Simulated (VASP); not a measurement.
An input for Quantum ESPRESSO's pw.x (written as the equivalent of a VASP run, and not itself run):

```
&CONTROL
  calculation = 'scf'
  pseudo_dir = './pseudo'
  outdir = './out'
  tprnfor = .true.
  tstress = .true.
/
&SYSTEM
  ibrav = 0
  nat = 5
  ntyp = 3
  ecutwfc = 84
  occupations = 'smearing'
  smearing = 'gaussian'
  degauss = 0.003675
  input_dft = 'rpbe'
/
&ELECTRONS
  conv_thr = 7.3e-09
  electron_maxstep = 100
/
ATOMIC_SPECIES
  Ba 137.327 Ba.upf
  Zr 91.224 Zr.upf
  O 15.999 O.upf
CELL_PARAMETERS angstrom
     4.2705467    0.0000000    0.0000000
     0.0000000    4.2705467    0.0000000
     0.0000000    0.0000000    4.2705467
ATOMIC_POSITIONS crystal
  Ba   0.0000000  0.0000000  0.0000000
  Zr   0.5000000  0.5000000  0.5000000
  O    0.5000000  0.0000000  0.5000000
  O    0.0000000  0.5000000  0.5000000
  O    0.5000000  0.5000000  0.0000000
K_POINTS automatic
  5 5 5 0 0 0
```

### Question
Write the VASP files for the same calculation (RPBE).

### Answer
Several could match; the one computed here: 
File KPOINTS:
```
Automatic mesh
0
Gamma
5 5 5
0 0 0
```

File POSCAR:
```
BaZrO3
1
    4.2705467303     0.0000000000     0.0000000000
    0.0000000000     4.2705467303     0.0000000000
    0.0000000000     0.0000000000     4.2705467303
Ba Zr O
1 1 3
Direct
  0.0000000000   0.0000000000   0.0000000000
  0.5000000000   0.5000000000   0.5000000000
  0.5000000000   0.0000000000   0.5000000000
  0.0000000000   0.5000000000   0.5000000000
  0.5000000000   0.5000000000   0.0000000000
```

INCAR:
```
SYSTEM = BaZrO3
PREC = Accurate
ENCUT = 520
EDIFF = 1E-7
NELM = 100
ALGO = Normal
LREAL = .FALSE.
LASPH = .TRUE.
ISMEAR = 0
SIGMA = 0.05
GGA = RP
LMAXMIX = 4
LWAVE = .FALSE.
LCHARG = .FALSE.
ISIF = 2
```

POTCAR, in this order: Ba_sv Zr_sv O (PBE.64 set). Program: vasp_std.

What does not carry over: the potentials are each code's own (VASP's PAW set, PseudoDojo norm-conserving files in pw.x), so ENCUT and ecutwfc are chosen apart and not converted; conv_thr bounds pw.x's estimated SCF error, while EDIFF bounds the energy change between steps.

The compound is BaZrO3 in the cubic perovskite structure. It was relaxed first, which changed the volume by +6 %.
